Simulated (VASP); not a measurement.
Computed with PBE GGA, VASP's PBE PAW potentials (set 64) (plane waves; VASP 6.6.1).

A VASP calculation is set up with these files.

File KPOINTS:
```
Automatic mesh
0
Gamma
18 18 18
0 0 0
```

### INCAR
```
SYSTEM = Rh
PREC = Accurate; ENCUT = 400; LREAL = .FALSE.
LASPH = .TRUE.
EDIFF = 1E-7; NELM = 100; ALGO = Normal
LMAXMIX = 4
ISMEAR = -5
GGA = PE
ISIF = 2
LWAVE = .FALSE.; LCHARG = .TRUE.; LORBIT = 11
NEDOS = 601
```

File POSCAR:
```
Rh
1
    0.0000000000     1.9115416091     1.9115416091
    1.9115416091    -0.0000000000     1.9115416091
    1.9115416091     1.9115416091     0.0000000000
Rh
1
Direct
  0.0000000000   0.0000000000   0.0000000000
```

POTCAR, in this order: Rh_pv (PBE.64 set). Program: vasp_std.

Output of the run:

### OSZICAR
```
       N       E                     dE             d eps       ncg     rms          rms(c)
DAV:   1     0.956072252996E+02    0.95607E+02   -0.81832E+03  4358   0.120E+03
DAV:   2    -0.652976851979E+01   -0.10214E+03   -0.97795E+02  4428   0.345E+02
DAV:   3    -0.775138075177E+01   -0.12216E+01   -0.12131E+01  5007   0.433E+01
DAV:   4    -0.775837559182E+01   -0.69948E-02   -0.69957E-02  4679   0.338E+00
DAV:   5    -0.775848180054E+01   -0.10621E-03   -0.10623E-03  4926   0.390E-01    0.974E+00
DAV:   6    -0.727493189024E+01    0.48355E+00   -0.11569E+00  4467   0.159E+01    0.335E+00
DAV:   7    -0.725877848644E+01    0.16153E-01   -0.19803E-02  4800   0.180E+00    0.163E+00
DAV:   8    -0.725526239737E+01    0.35161E-02   -0.33946E-03  4491   0.914E-01    0.174E-01
DAV:   9    -0.725514913575E+01    0.11326E-03   -0.86190E-05  4911   0.147E-01    0.222E-02
DAV:  10    -0.725515436780E+01   -0.52320E-05   -0.36702E-06  4698   0.262E-02    0.257E-03
DAV:  11    -0.725515367903E+01    0.68877E-06   -0.32327E-07  4788   0.821E-03    0.895E-04
DAV:  12    -0.725515387247E+01   -0.19344E-06   -0.11300E-07  2484   0.367E-03    0.945E-04
DAV:  13    -0.725515354249E+01    0.32998E-06   -0.15923E-08  2319   0.177E-03    0.174E-04
DAV:  14    -0.725515350854E+01    0.33951E-07   -0.50110E-09  2265   0.295E-04
   1 F= -.72551535E+01 E0= -.72551535E+01  d E =0.000000E+00
```

File OUTCAR:
```
------------------------ aborting loop because EDIFF is reached ----------------------------------------
  FORCE on cell =-STRESS in cart. coord.  units (eV):
  Direction    XX          YY          ZZ          XY          YZ          ZX
  --------------------------------------------------------------------------------------
  Total        0.0062719      0.0062719      0.0062719      0.0000000      0.0000000      0.0000000
  in kB        0.7193249      0.7193249      0.7193249      0.0000000      0.0000000      0.0000000
  external PRESSURE =       0.7193249 kB  Pullay stress =       0.0000000 kB
  volume of cell :       13.97
      direct lattice vectors                 reciprocal lattice vectors
     0.000000000  1.911541609  1.911541609    -0.261568986  0.261568986  0.261568986
     1.911541609  0.000000000  1.911541609     0.261568986 -0.261568986  0.261568986
     1.911541609  1.911541609  0.000000000     0.261568986  0.261568986 -0.261568986
 POSITION                                       TOTAL-FORCE (eV/Angst)
 -----------------------------------------------------------------------------------
      0.00000      0.00000      0.00000         0.000000     -0.000000      0.000000
 -----------------------------------------------------------------------------------
    total drift:                                0.000000      0.000000      0.000000
  FREE ENERGIE OF THE ION-ELECTRON SYSTEM (eV)
  ---------------------------------------------------
  free  energy   TOTEN  =        -7.2551535085 eV

  energy  without entropy=       -7.2551535085  energy(sigma->0) =       -7.25515351

 total charge

# of ion       s       p       d       tot
------------------------------------------
    1        0.407   6.292   7.058  13.758
```
(Selected blocks of OUTCAR.)

OUTCAR:
```
 val. band max:       11.8978078264   @ k =   0.4444   0.0000   0.0000

 cond. band min:      11.5478221491   @ k =  -0.3333   0.3333   0.0000


 Fermi energy:        11.6035462790

 k-point     1 :       0.0000    0.0000    0.0000
  band No.  band energies     occupation
      1     -34.7477      2.00000
      2     -34.7477      2.00000
      3     -34.7477      2.00000
      4       3.7704      2.00000
      5       8.6056      2.00000
      6       8.6056      2.00000
      7       8.6056      2.00000
      8      10.6388      2.00000
      9      10.6388      2.00000
     10      27.6214      0.00000
     11      32.1899      0.00000

 k-point     2 :       0.0556    0.0000    0.0000
  band No.  band energies     occupation
      1     -34.7692      2.00000
      2     -34.7506      2.00000
      3     -34.7506      2.00000
      4       3.8932      2.00000
      5       8.5517      2.00000
      6       8.6534      2.00000
      7       8.6534      2.00000
      8      10.6122      2.00000
      9      10.6122      2.00000
     10      27.7968      0.00000
     11      32.2066      0.00000

 k-point     3 :       0.1111    0.0000    0.0000
  band No.  band energies     occupation
      1     -34.8316      2.00000
      2     -34.7592      2.00000
      3     -34.7592      2.00000
      4       4.2460      2.00000
      5       8.4167      2.00000
      6       8.7782      2.00000
      7       8.7782      2.00000
      8      10.5547      2.00000
      9      10.5547      2.00000
     10      28.2627      0.00000
     11      30.8355      0.00000

 k-point     4 :       0.1667    0.0000    0.0000
  band No.  band energies     occupation
      1     -34.9252      2.00000
      2     -34.7725      2.00000
      3     -34.7725      2.00000
      4       4.7706      2.00000
      5       8.2854      2.00000
      6       8.9180      2.00000
      7       8.9180      2.00000
      8      10.5383      2.00000
      9      10.5383      2.00000
...
```

For a metal the tetrahedron method with Blöchl corrections gives inexact stress and forces.

The compound is Rh in the fcc structure. It was relaxed first.
